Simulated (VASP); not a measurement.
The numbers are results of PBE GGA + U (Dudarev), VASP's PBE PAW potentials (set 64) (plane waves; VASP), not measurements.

VASP ran on this input.

INCAR:
```
! general
SYSTEM    = ZnS
PREC      = Accurate
ENCUT     = 400
LREAL     = .FALSE.
LASPH     = .TRUE.

! electronic loop
EDIFF     = 1E-6
NELM      = 100
ALGO      = Normal
LMAXMIX   = 4

! smearing
ISMEAR    = 0
SIGMA     = 0.05

! functional
GGA       = PE

! DFT+U
LDAU      = .TRUE.
LDAUTYPE  = 2
LDAUL     = 2 -1
LDAUU     = 3.0 0
LDAUJ     = 0 0
LDAUPRINT = 1

! ions
ISIF      = 2

! output
LWAVE     = .FALSE.
LCHARG    = .FALSE.
LORBIT    = 10
```

POSCAR:
```
ZnS
1
    0.0000000000     2.7591000000     2.7591000000
    2.7591000000     0.0000000000     2.7591000000
    2.7591000000     2.7591000000     0.0000000000
Zn S
1 1
Direct
  0.0000000000   0.0000000000   0.0000000000
  0.2500000000   0.2500000000   0.2500000000
```

**KPOINTS**
```
Automatic mesh
0
Gamma
8 8 8
0 0 0
```

POTCAR, in this order: Zn S (PBE.64 set). Program: vasp_std.

Output of the run:

OUTCAR:
```
 ion  position               nearest neighbor table
   1  0.000  0.000  0.000-   2 2.39   2 2.39   2 2.39   2 2.39
   2  0.250  0.250  0.250-   1 2.39   1 2.39   1 2.39   1 2.39
  LATTYP: Found a face centered cubic cell.
 ALAT       =     5.5182000000
 Subroutine PRICEL returns:
 Original cell was already a primitive cell.
 Subroutine GETGRP returns: Found 24 space group operations
The static configuration has the point symmetry T_d .
The dynamic configuration has the point symmetry T_d .
 Subroutine INISYM returns: Found 24 space group operations
 Subroutine IBZKPT returns following result:
 Found     29 irreducible k-points:

 Following reciprocal coordinates:
            Coordinates               Weight
  0.000000  0.000000  0.000000      1.000000
  0.125000  0.000000  0.000000      8.000000
  0.250000  0.000000  0.000000      8.000000
  0.375000  0.000000  0.000000      8.000000
  0.500000  0.000000  0.000000      4.000000
  0.125000  0.125000  0.000000      6.000000
  0.250000  0.125000  0.000000     24.000000
  0.375000  0.125000  0.000000     24.000000
  0.500000  0.125000  0.000000     24.000000
 -0.375000  0.125000  0.000000     24.000000
 -0.250000  0.125000  0.000000     24.000000
 -0.125000  0.125000  0.000000     12.000000
  0.250000  0.250000  0.000000      6.000000
  0.375000  0.250000  0.000000     24.000000
  0.500000  0.250000  0.000000     24.000000
 -0.375000  0.250000  0.000000     24.000000
 -0.250000  0.250000  0.000000     12.000000
  0.375000  0.375000  0.000000      6.000000
  0.500000  0.375000  0.000000     24.000000
 -0.375000  0.375000  0.000000     12.000000
  0.500000  0.500000  0.000000      3.000000
  0.375000  0.250000  0.125000     24.000000
  0.500000  0.250000  0.125000     48.000000
 -0.375000  0.250000  0.125000     24.000000
...
```

### OSZICAR
```
       N       E                     dE             d eps       ncg     rms          rms(c)
DAV:   1     0.803832129736E+02    0.80383E+02   -0.79334E+03   754   0.135E+03
DAV:   2    -0.153813352351E+01   -0.81921E+02   -0.78504E+02   829   0.258E+02
DAV:   3    -0.691868451841E+01   -0.53806E+01   -0.53630E+01   929   0.711E+01
DAV:   4    -0.697630603087E+01   -0.57622E-01   -0.57608E-01   844   0.767E+00
DAV:   5    -0.697715735812E+01   -0.85133E-03   -0.85131E-03   914   0.869E-01    0.657E+00
DAV:   6    -0.661288144763E+01    0.36428E+00   -0.80166E-01  1128   0.246E+01    0.496E+00
DAV:   7    -0.659543449684E+01    0.17447E-01   -0.20814E-01   824   0.420E+00    0.243E+00
DAV:   8    -0.659616922282E+01   -0.73473E-03   -0.55999E-03   829   0.723E-01    0.532E-01
DAV:   9    -0.659656308664E+01   -0.39386E-03   -0.72043E-04   897   0.293E-01    0.100E-01
DAV:  10    -0.659670776460E+01   -0.14468E-03   -0.14954E-04   794   0.104E-01    0.351E-02
DAV:  11    -0.659673162342E+01   -0.23859E-04   -0.24740E-05   844   0.365E-02    0.499E-03
DAV:  12    -0.659673272747E+01   -0.11041E-05   -0.23852E-06   794   0.203E-02    0.310E-03
DAV:  13    -0.659673273204E+01   -0.45736E-08   -0.28099E-07   527   0.117E-02
   1 F= -.65967327E+01 E0= -.65967327E+01  d E =-.159156E-17
```

OUTCAR:
```
------------------------ aborting loop because EDIFF is reached ----------------------------------------
  FORCE on cell =-STRESS in cart. coord.  units (eV):
  Direction    XX          YY          ZZ          XY          YZ          ZX
  --------------------------------------------------------------------------------------
  Total       -0.9030871     -0.9030871     -0.9030871      0.0000000     -0.0000000      0.0000000
  in kB      -34.4435508    -34.4435508    -34.4435508      0.0000000     -0.0000000      0.0000000
  external PRESSURE =     -34.4435508 kB  Pullay stress =       0.0000000 kB
  volume of cell :       42.01
      direct lattice vectors                 reciprocal lattice vectors
     0.000000000  2.759100000  2.759100000    -0.181218513  0.181218513  0.181218513
     2.759100000  0.000000000  2.759100000     0.181218513 -0.181218513  0.181218513
     2.759100000  2.759100000  0.000000000     0.181218513  0.181218513 -0.181218513
  FREE ENERGIE OF THE ION-ELECTRON SYSTEM (eV)
  ---------------------------------------------------
  free  energy   TOTEN  =        -6.5967327320 eV

  energy  without entropy=       -6.5967327320  energy(sigma->0) =       -6.59673273

 total charge

# of ion       s       p       d       tot
------------------------------------------
    1        0.498   0.419   9.844  10.760
    2        1.317   2.410   0.000   3.726
--------------------------------------------------
tot          1.814   2.829   9.844  14.487
```
(Selected blocks of OUTCAR.)

The compound is ZnS in the zinc blende structure. The cell was not relaxed at this level. The run is one of a series of settings (LDAU = .TRUE., LDAUJ = 0 0, LDAUL = 2 -1, LDAUTYPE = 2, LDAUU = 3.0 0 against the base run), some of them coarse on purpose.
